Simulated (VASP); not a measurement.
Computed with PBE GGA with D3 dispersion (Becke-Johnson damping), VASP's PBE PAW potentials (set 64) (plane waves; VASP).

VASP ran on this input.

**POSCAR**
```
PtS2
1
    3.5811151267    -0.0000000000     0.0000000000
   -1.7905575634     3.1013367465     0.0000000000
    0.0000000000    -0.0000000000     4.6728356352
Pt S
1 2
Direct
  0.0000000000   0.0000000000   1.0000000000
  0.3333330000   0.6666670000   0.2576130175
  0.6666670000   0.3333330000   0.7423869825
```

File KPOINTS:
```
Automatic mesh
0
Gamma
9 9 6
0 0 0
```

INCAR:
```
# general
SYSTEM  = PtS2
PREC    = Accurate
ENCUT   = 480
LREAL   = .FALSE.
LASPH   = .TRUE.

# electronic loop
EDIFF   = 1E-6
NELM    = 100
ALGO    = Normal
LMAXMIX = 6

# smearing
ISMEAR  = 1
SIGMA   = 0.1

# functional
GGA     = PE
IVDW    = 12

# ions
IBRION  = 2
NSW     = 60
ISIF    = 3
EDIFFG  = -0.02

# output
LWAVE   = .FALSE.
LCHARG  = .FALSE.
```

POTCAR, in this order: Pt S (PBE.64 set). Program: vasp_std.

What VASP printed:

OUTCAR:
```
 ion  position               nearest neighbor table
   1  0.000  0.000  0.000-   2 2.39   3 2.39   3 2.39   2 2.39   3 2.39   2 2.39
   2  0.333  0.667  0.258-   1 2.39   1 2.39   1 2.39
   3  0.667  0.333  0.742-   1 2.39   1 2.39   1 2.39
  LATTYP: Found a hexagonal cell.
 ALAT       =     3.5811151267
 C/A-ratio  =     1.3048549041
 Subroutine PRICEL returns:
 Original cell was already a primitive cell.
 Subroutine GETGRP returns: Found 12 space group operations
The static configuration has the point symmetry D_3d.
The dynamic configuration has the point symmetry D_3d.
 Subroutine INISYM returns: Found 12 space group operations
 Subroutine IBZKPT returns following result:
 Found     62 irreducible k-points:

 Following reciprocal coordinates:
            Coordinates               Weight
  0.000000  0.000000  0.000000      1.000000
  0.111111 -0.000000  0.000000      6.000000
  0.222222 -0.000000  0.000000      6.000000
  0.333333 -0.000000  0.000000      6.000000
  0.444444 -0.000000  0.000000      6.000000
  0.111111  0.111111  0.000000      6.000000
  0.222222  0.111111  0.000000     12.000000
...
```

**OSZICAR**
```
       N       E                     dE             d eps       ncg     rms          rms(c)
DAV:   1     0.110486075876E+03    0.11049E+03   -0.10221E+04  1916   0.123E+03
DAV:   2    -0.118656600120E+02   -0.12235E+03   -0.11974E+03  2343   0.244E+02
DAV:   3    -0.165675316896E+02   -0.47019E+01   -0.46789E+01  2392   0.513E+01
DAV:   4    -0.166166903362E+02   -0.49159E-01   -0.49141E-01  2308   0.572E+00
DAV:   5    -0.166175199927E+02   -0.82966E-03   -0.82963E-03  2504   0.716E-01    0.185E+01
DAV:   6    -0.155791134187E+02    0.10384E+01   -0.79745E+00  1867   0.289E+01    0.127E+01
DAV:   7    -0.153382505838E+02    0.24086E+00   -0.14030E+00  1888   0.131E+01    0.588E+00
DAV:   8    -0.153218871416E+02    0.16363E-01   -0.86672E-02  2154   0.220E+00    0.142E+00
DAV:   9    -0.153171711900E+02    0.47160E-02   -0.13192E-02  2189   0.129E+00    0.248E-01
DAV:  10    -0.153173493293E+02   -0.17814E-03   -0.17814E-03  2301   0.314E-01    0.749E-02
DAV:  11    -0.153173846589E+02   -0.35330E-04   -0.49288E-05  2273   0.602E-02    0.463E-02
DAV:  12    -0.153173884956E+02   -0.38367E-05   -0.76340E-06  2273   0.264E-02    0.126E-02
DAV:  13    -0.153173898950E+02   -0.13994E-05   -0.16674E-06  1834   0.105E-02    0.379E-03
DAV:  14    -0.153173900462E+02   -0.15126E-06   -0.21392E-07  1259   0.395E-03
   1 F= -.16669835E+02 E0= -.16670161E+02  d E =-.166698E+02
       N       E                     dE             d eps       ncg     rms          rms(c)
DAV:   1    -0.153152200700E+02    0.21698E-02   -0.12991E-02  1895   0.101E+00    0.175E-01
DAV:   2    -0.153148341016E+02    0.38597E-03   -0.13832E-03  2084   0.415E-01    0.930E-02
DAV:   3    -0.153147677750E+02    0.66327E-04   -0.13377E-04  2147   0.115E-01    0.377E-02
DAV:   4    -0.153147534529E+02    0.14322E-04   -0.79050E-05  2014   0.625E-02    0.203E-02
DAV:   5    -0.153147546959E+02   -0.12430E-05   -0.22809E-06  1688   0.145E-02    0.112E-02
DAV:   6    -0.153147559264E+02   -0.12304E-05   -0.11246E-06  1098   0.901E-03    0.240E-03
DAV:   7    -0.153147560005E+02   -0.74142E-07   -0.13853E-07   979   0.337E-03
   2 F= -.16669847E+02 E0= -.16670176E+02  d E =-.119184E-04
       N       E                     dE             d eps       ncg     rms          rms(c)
DAV:   1    -0.153161071389E+02   -0.13512E-02   -0.27860E-03  1895   0.466E-01    0.807E-02
DAV:   2    -0.153160247290E+02    0.82410E-04   -0.29675E-04  2077   0.193E-01    0.434E-02
DAV:   3    -0.153160098887E+02    0.14840E-04   -0.28625E-05  2126   0.533E-02    0.177E-02
DAV:   4    -0.153160059498E+02    0.39389E-05   -0.17068E-05  2007   0.289E-02    0.943E-03
DAV:   5    -0.153160053903E+02    0.55950E-06   -0.47495E-07  1007   0.679E-03
   3 F= -.16669870E+02 E0= -.16670198E+02  d E =-.351426E-04
```

**OUTCAR**
```
------------------------ aborting loop because EDIFF is reached ----------------------------------------
 Edisp (eV)   -1.35386
  FORCE on cell =-STRESS in cart. coord.  units (eV):
  Direction    XX          YY          ZZ          XY          YZ          ZX
  --------------------------------------------------------------------------------------
  Total       0.00490     0.00490     0.02953    -0.00000     0.00000     0.00000
  in kB       0.15156     0.15156     0.91244    -0.00000     0.00000     0.00000
  external pressure =        0.41 kB  Pullay stress =        0.00 kB
  volume of cell :       51.84
      direct lattice vectors                 reciprocal lattice vectors
     3.579234624  0.000000000  0.000000000     0.279389340  0.161305507  0.000000000
    -1.789617312  3.099708184 -0.000000000    -0.000000000  0.322611014  0.000000000
     0.000000000  0.000000000  4.672936627    -0.000000000  0.000000000  0.213998194
 POSITION                                       TOTAL-FORCE (eV/Angst)
 -----------------------------------------------------------------------------------
     -1.78962      3.09971      4.67294        -0.000000      0.000000      0.000000
     -0.00000      2.06647      1.20396         0.000000      0.000000      0.014984
      1.78962      1.03324      3.46898         0.000000     -0.000000     -0.014984
 -----------------------------------------------------------------------------------
    total drift:                                0.000000      0.000000      0.000000
  FREE ENERGIE OF THE ION-ELECTRON SYSTEM (eV)
  ---------------------------------------------------
  free  energy   TOTEN  =       -16.6698700769 eV

  energy  without entropy=      -16.6708529075  energy(sigma->0) =      -16.67019769

 reached required accuracy - stopping structural energy minimisation
```
(Selected blocks of OUTCAR.)

CONTCAR:
```
PtS2
   1.00000000000000
     3.5792346243945303    0.0000000000000303    0.0000000000000000
    -1.7896173122472128    3.0997081836167282   -0.0000000000000000
     0.0000000000000000    0.0000000000000000    4.6729366266785979
  Pt              S
     1     2
Direct
     0.0000000000000000    1.0000000000000000    1.0000000000000000
     0.3333330000000032    0.6666669999999968    0.2576451345491542
     0.6666669999999968    0.3333330000000032    0.7423548654508459
```

The compound is PtS2 in the 1T layered structure. This run relaxes it. Symmetry was kept, so distortions that lower it aren't found. The start is the result of an earlier pass.
